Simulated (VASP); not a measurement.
Calculation: PW91 GGA, VASP's PBE PAW potentials (set 64) (plane waves; VASP).

A VASP calculation is set up with these files.

### POSCAR
```
Sr
1
    0.0000000000     3.0400000000     3.0400000000
    3.0400000000     0.0000000000     3.0400000000
    3.0400000000     3.0400000000     0.0000000000
Sr
1
Direct
  0.0000000000   0.0000000000   0.0000000000
```

### INCAR
```
# general
SYSTEM  = Sr
PREC    = Accurate
ENCUT   = 520
LREAL   = .False.
LASPH   = .True.

# electronic loop
EDIFF   = 1E-6
NELM    = 100
ALGO    = Normal
LMAXMIX = 4

# smearing
ISMEAR  = 1
SIGMA   = 0.1

# functional
GGA     = 91

# ions
IBRION  = 2
NSW     = 60
ISIF    = 3
EDIFFG  = -0.01

# output
LWAVE   = .False.
LCHARG  = .False.
```

File KPOINTS:
```
Automatic mesh
0
Gamma
9 9 9
0 0 0
```

POTCAR, in this order: Sr_sv (PBE.64 set). Program: vasp_std.

Q: What will the output report for the number of irreducible k-points (NKPTS), largest plane-wave count, number of space-group operations, FFT grid (NGX, NGY, NGZ)?

A: 
The number of irreducible k-points (NKPTS) is 35 and the largest plane-wave count is 1528. The number of space-group operations comes out as 48 and the FFT grid (NGX, NGY, NGZ) comes out as 32 × 32 × 32.

The compound is Sr in the fcc structure. This run relaxes it. Symmetry was kept, so distortions that lower it aren't found.
